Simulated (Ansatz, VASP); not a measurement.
# YCdNO in two plane-wave programs, part 3 of 3

Wanted: the spread between two codes on one cell, functional and k mesh. The cell is generated by rule, not measured, and may not be a known phase. The cell is taken from a series of runs on this material, whose earlier steps may have relaxed, scaled, displaced or heated it; both programs get it as it stands.

VASP 6.6.1 and Ansatz 0.2.0.

So far: Set-up; Ansatz: relaxation of cell and atoms, PBEsol, pair 1; VASP: relaxation of cell and atoms, PBEsol, pair 1; Differences; VASP: relaxation of cell and atoms, PBEsol, pair 2; Ansatz: relaxation of cell and atoms, PBEsol, pair 2.

### 8. VASP: relaxation of cell and atoms, PBEsol, pair 3

Level of this step: PBEsol; plane waves and PAW (Cd, N, O, Y_sv); invented cell (VASP).

The relaxed volume is the usual yardstick between codes: in a stiff, nearly cubic crystal its relative difference is about their pressure difference at one cell divided by the bulk modulus.

INCAR

```
SYSTEM = YCdNO
PREC = Accurate
ENCUT = 600
EDIFF = 1E-07
NELM = 120
ISMEAR = 0
SIGMA = 0.01
LREAL = .FALSE.
ALGO = Normal
GGA = PS
NBANDS = 42
LASPH = .TRUE.
LORBIT = 11
LWAVE = .FALSE.
LCHARG = .FALSE.
ISIF = 3
IBRION = 2
NSW = 80
EDIFFG = -0.005
GGA_COMPAT = .FALSE.
NELMIN = 4
EFERMI = MIDGAP
KPAR = 2
```

POSCAR

```
YCdNO
1.0
    2.4340500000      2.4340500000      0.0000000000
   -2.4340500000      2.4340500000      0.0000000000
    0.0000000000      0.0000000000      9.1872290000
Cd N O Y
2 2 2 2
Direct
    0.0000000000      0.0000000000      0.4994446095
    0.5000000000      0.5000000000      0.7505553633
    0.5000000000      0.5000000000      0.0014519068
    0.0000000000      0.0000000000      0.2485481749
    0.5000000000      0.5000000000      0.5072626360
    0.0000000000      0.0000000000      0.7427373368
    0.0000000000      0.0000000000      0.9910345111
    0.5000000000      0.5000000000      0.2589654617
```

KPOINTS

```
Automatic mesh
0
Gamma
8 8 4
0 0 0
```

The projector-augmented-wave data sets are Cd, N, O and Y_sv (PBE family, release 64).

Run with:

```
mpirun -np 2 vasp_std
```

Numbers of over 12 decimals in the logs are rounded to 6 here.

What it wrote:

```text
[... set-up lines as in an earlier step ...]
 entering main loop
       N       E                     dE             d eps       ncg     rms          rms(c)
DAV:   1     0.566445068064E+03    0.56645E+03   -0.39531E+04  3780   0.185E+03
DAV:   2    -0.153959669554E+02   -0.58184E+03   -0.55820E+03  4094   0.455E+02
DAV:   3    -0.646809466684E+02   -0.49285E+02   -0.48784E+02  5180   0.122E+02
DAV:   4    -0.665208628961E+02   -0.18399E+01   -0.18347E+01  5476   0.203E+01
[...]
DAV:  15    -0.557046343200E+02    0.17615E-05   -0.12982E-05  4930   0.224E-02    0.616E-03
DAV:  16    -0.557046339158E+02    0.40420E-06   -0.36635E-06  4760   0.969E-03    0.244E-03
DAV:  17    -0.557046338848E+02    0.30966E-07   -0.40487E-07  3614   0.350E-03
   1 F= -.55704634E+02 E0= -.55704634E+02  d E =-.557046E+02
[...]
2 F= -.55705608E+02 E0= -.55705608E+02  d E =-.973626E-03
[...]
3 F= -.55705800E+02 E0= -.55705800E+02  d E =-.116587E-02
[...]
4 F= -.55706323E+02 E0= -.55706323E+02  d E =-.523558E-03
[...]
5 F= -.55706420E+02 E0= -.55706420E+02  d E =-.619870E-03
[...]
6 F= -.55706488E+02 E0= -.55706488E+02  d E =-.683048E-04
 trial-energy change:   -0.000068  1 .order   -0.000068   -0.000139    0.000002
 step:   1.0331(harm=  1.0331)  dis= 0.00190  next Energy=   -55.706488 (dE=-0.685E-04)
 reached required accuracy - stopping structural energy minimisation
```

OUTCAR, selected parts (step 8):

```text
  Total       -0.0011033     -0.0011033     -0.0104010      0.0000000      0.0000000      0.0000000
  in kB       -0.0161946     -0.0161946     -0.1526654      0.0000000      0.0000000      0.0000000
  external PRESSURE =      -0.0616849 kB  Pullay stress =       0.0000000 kB

 POSITION                                       TOTAL-FORCE (eV/Angst)
 -----------------------------------------------------------------------------------
      0.00000      0.00000      4.59852         0.000000      0.000000      0.003720
      0.00000      2.43375      6.91934        -0.000000     -0.000000     -0.003720
      0.00000      2.43375      0.01981         0.000000      0.000000      0.003905
      0.00000      0.00000      2.28376        -0.000000     -0.000000     -0.003905
      0.00000      2.43375      4.66676         0.000000      0.000000      0.000978
      2.43375      2.43375      6.85110        -0.000000     -0.000000     -0.000978
     -2.43375      2.43375      9.13591        -0.000000     -0.000000     -0.000798
      0.00000      2.43375      2.38195         0.000000      0.000000      0.000798
 -----------------------------------------------------------------------------------
    total drift:                               -0.000000      0.000000     -0.000578

  FREE ENERGIE OF THE ION-ELECTRON SYSTEM (eV)
  ---------------------------------------------------
  free  energy   TOTEN  =       -55.7064879287 eV

  energy  without entropy=      -55.7064879287  energy(sigma->0) =      -55.70648793

[... 2 parts as in an earlier step ...]

[... 2 further parts left out ...]
[key lines of the parts left out:]
E-fermi :   3.7389
```

### 9. Ansatz: relaxation of cell and atoms, PBEsol, pair 3

The same cell, functional and mesh now go to Ansatz, which takes its cutoff from its data sets.

The cell is taken from a series of runs on this material, whose earlier steps may have relaxed, scaled, displaced or heated it; both programs get it as it stands.

input.yaml

```yaml
crystal:
  lattice:
    - [2.4340499995, 2.4340499995, 0.0]
    - [-2.4340499995, 2.4340499995, 0.0]
    - [0.0, 0.0, 9.187228607]
  atoms:
    - { symbol: Cd, position: [0.0, 0.0, 0.4994446223] }
    - { symbol: Cd, position: [0.5, 0.5, 0.7505553777] }
    - { symbol: "N", position: [0.5, 0.5, 0.0014518595] }
    - { symbol: "N", position: [0.0, 0.0, 0.2485481405] }
    - { symbol: O, position: [0.5, 0.5, 0.5072626423] }
    - { symbol: O, position: [0.0, 0.0, 0.7427373577] }
    - { symbol: "Y", position: [0.0, 0.0, -0.0089655265] }
    - { symbol: "Y", position: [0.5, 0.5, 0.2589655265] }
kpoints:
  mp_grid: { grid: [8, 8, 4] }
hamiltonian:
  xc: pbesol
scf:
  occupations: { method: fixed }
output:
  forces: true
  stress: true
  eigenvalues: true
relax:
  adjacent_minimum: "off"
  f_tol: 0.001
  max_steps: 60
  cell: { stress_tol: 0.01 }
```

Run with:

```
ansatz run input.yaml --threads 8 --pin off --max-ram 14336MiB --backend cpu --events-out ev --progress --plain --runs-dir out
```

What it wrote:

```text
[...]
Crystal: 8 atoms, lattice volume = 108.861 Å³
Basis set: ecut = 420 eV, 2123 PW (Γ), exchange–correlation on 48×48×128 points (8 copies of the dense FFT grid, shifted against one another)
Bands: 51, of which v1, the nominal top of the filled ones, is band 42 counted from 1 (41 counted from 0)
Symmetry: 16 space group operations
[...]
k-points: 45 of 256
[...]
- [2.434360, 2.434360, 0.0]
    - [-2.434360, 2.434360, 0.0]
    - [0.0, 0.0, 9.186791]
  atoms:
    - { symbol: Cd, position: [0, 0, 0.499430] }
    - { symbol: Cd, position: [0.5, 0.5, 0.750570] }
    - { symbol: N, position: [0.5, 0.5, 0.00147087] }
    - { symbol: N, position: [0, 0, 0.248529] }
    - { symbol: O, position: [0.5, 0.5, 0.507274] }
    - { symbol: O, position: [0, 0, 0.742726] }
    - { symbol: Y, position: [0, 0, -0.0089702] }
    - { symbol: Y, position: [0.5, 0.5, 0.258970] }
[key lines of the parts left out:]
SCF converged after 6 iterations
Free energy (F): -25843.870657 eV
Fermi energy:    12.700415 eV
P = ⅓ Tr σ = -0.0015 GPa (-0.015 kbar)
```

### 10. Differences

What differs besides the data sets and the points named for the pairs above, as far as they apply: fixed occupations in Ansatz, narrow Gaussian smearing in VASP; the data sets hold 84 valence electrons in Ansatz (on its default PAW (the set named soft_2) files) and 68 in VASP. Total energies have different zeros and are not compared.

The two programs side by side:

```tsv
quantity	Ansatz	VASP	difference
volume (Å³)	108.88	109.16	-0.25 %
edge a after relaxation, in the typed setting (Å)	3.443	3.442	+0.03 %
edge c after relaxation, in the typed setting (Å)	9.187	9.214	-0.30 %
```

### 11. Results

| Property | Result |
| --- | --- |
| difference in volume (relaxation of cell and atoms, PBEsol, pair 1) | -0.29 % |
| difference in edge c after relaxation, in the typed setting (relaxation of cell and atoms, PBEsol, pair 2) | -0.28 % |
| difference in edge c after relaxation, in the typed setting (relaxation of cell and atoms, PBEsol, pair 3) | -0.30 % |

The difference in edge c after relaxation, in the typed setting is -0.30 % (relaxation of cell and atoms, PBEsol, pair 3), within the 1.2 % picked in this series as the mark of a large difference, as far as the stopping tolerances let one tell. The data sets hold unlike numbers of valence electrons (84 in Ansatz and 68 in VASP), so part of the differences comes from the potentials. How closely two codes agree says nothing of how well the functional describes the real material.

[Lines on the potential files, build, host, timing and source positions are cut from VASP's logs without a mark.]

[Logs are printed without paths, hosts, clocks, repeated set-up lines and the standing remarks that a program may print on its own settings, such as how far it seeks lower states.]

[Hosts, paths, dates, database ids (printed as entryN), source tags and the programs' standing remarks are cut or masked in the printed files.]
